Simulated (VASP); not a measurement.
Data:

```yaml
crystal:
  lattice:
    - [0.00000, 2.89022, 2.89022]
    - [2.89022, 0.00000, 2.89022]
    - [2.89022, 2.89022, 0.00000]
  atoms:
    - { symbol: Al, position: [0.00000, 0.00000, 0.00000] }
    - { symbol: As, position: [0.25000, 0.25000, 0.25000] }
```

Computed with PBE GGA with D3 dispersion (Becke-Johnson damping), VASP's PBE PAW potentials (set 64) (plane waves; VASP). Run with 520 eV cut-off, 8×8×8 Γ-centred mesh, Gaussian smearing of 0.050 eV, potentials Al As.

Problem. Estimate the energy per atom (σ→0), pressure, band gap (on the k-mesh) with the smallest direct gap where there is one.

Solution. 
```yaml
band gap (on the k-mesh): 1.54 eV
smallest direct gap (on the k-mesh): 1.57 eV
energy per atom (σ→0): -4.987 eV/atom
pressure: -3.76 GPa
```

Total energies compare only between runs with the same potentials, cut-off and functional.

The compound is AlAs in the zinc blende structure. This cell is one point of a volume scan, at 1.06 of the reference volume.
